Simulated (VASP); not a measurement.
A VASP calculation is set up with these files.

File KPOINTS:
```
Automatic mesh
0
Gamma
13 13 13
0 0 0
```

### INCAR
```
SYSTEM = C
PREC = Accurate
ENCUT = 620
EDIFF = 1E-6
NELM = 100
ALGO = Normal
LREAL = .FALSE.
LASPH = .TRUE.
ISMEAR = 0
SIGMA = 0.05
GGA = PS
LWAVE = .FALSE.
LCHARG = .FALSE.
IBRION = 2
ISIF = 3
NSW = 40
EDIFFG = -0.02
PSTRESS = 100
```

**POSCAR**
```
C
1
    0.0000000000     1.7709003671     1.7709003671
    1.7709003671     0.0000000000     1.7709003671
    1.7709003671     1.7709003671     0.0000000000
C
2
Direct
  0.0000000000   0.0000000000   0.0000000000
  0.2500000000   0.2500000000   0.2500000000
```

POTCAR, in this order: C (PBE.64 set). Program: vasp_std.

Problem. Write an equivalent input for Quantum ESPRESSO's pw.x.

Solution. One equivalent input (not run):
```
&CONTROL
  calculation = 'vc-relax'
  pseudo_dir = './pseudo'
  outdir = './out'
  tprnfor = .true.
  tstress = .true.
  nstep = 40
  forc_conv_thr = 0.00078
/
&SYSTEM
  ibrav = 0
  nat = 2
  ntyp = 1
  ecutwfc = 82
  occupations = 'smearing'
  smearing = 'gaussian'
  degauss = 0.003675
  input_dft = 'pbesol'
/
&ELECTRONS
  conv_thr = 7.3e-08
  electron_maxstep = 100
/
&IONS
/
&CELL
  press = 100
/
ATOMIC_SPECIES
  C 12.011 C.upf
CELL_PARAMETERS angstrom
     0.0000000    1.7709004    1.7709004
     1.7709004    0.0000000    1.7709004
     1.7709004    1.7709004    0.0000000
ATOMIC_POSITIONS crystal
  C    0.0000000  0.0000000  0.0000000
  C    0.2500000  0.2500000  0.2500000
K_POINTS automatic
  13 13 13 0 0 0
```
The two are equivalent in intent, not identical: the potentials are each code's own (VASP's PAW set, PseudoDojo norm-conserving files in pw.x), so ENCUT and ecutwfc are chosen apart and not converted; conv_thr bounds pw.x's estimated SCF error, while EDIFF bounds the energy change between steps; forc_conv_thr acts on force components and is met together with etot_conv_thr.

The compound is C in the diamond structure. This run relaxes it under an external pressure of 10 GPa. Symmetry was kept, so distortions that lower it aren't found.
